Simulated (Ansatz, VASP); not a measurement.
**Two plane-wave programs on LiB2C2**

```xyz
5
Lattice="2.7146 0.0000 0.0000 -1.3573 2.3510 0.0000 0.0000 0.0000 7.1181" Properties=species:S:1:pos:R:3 pbc="T T T"
Li    0.0000    0.0000    3.5590
B     0.0000    1.5673    5.3372
B     1.3573    0.7837    1.7808
C     0.0000    1.5673    2.1583
C     1.3573    0.7837    5.2800
```

The cell comes from a database or a generator and needn't be the stable form of this composition.

Alike in both runs: task single point; functional PBE; k mesh 7 × 7 × 3; occupations fermi-dirac, width 0.1 eV; no spin polarisation.

|  | VASP | Ansatz |
| --- | --- | --- |
| version | VASP 6.6.1 | Ansatz 0.2.0 |
| potentials or method | VASP PAW PBE potentials, release 64 (Li_sv, B, C) | plane waves, PAW |
| plane-wave cutoff (eV) | 520 | 420 |
| valence electrons in the cell | 17 | 17 |

```csv
,VASP,Ansatz,Ansatz less VASP
gap on the k mesh at the Fermi level (eV),none,none,-
rms of the force components (eV/Å),1.283,1.285,+0.0020
```

Atom by atom the forces differ by 0.004 eV/Å (rms over components). A gap of «none» marks a metal or a gap that the smearing closes.

Caveats: the k mesh is coarse (spacing up to 0.38 Å⁻¹), so the values aren't converged; forces of over 1 eV/Å show positions far from the minimum, so gaps and moduli don't describe the material at rest.
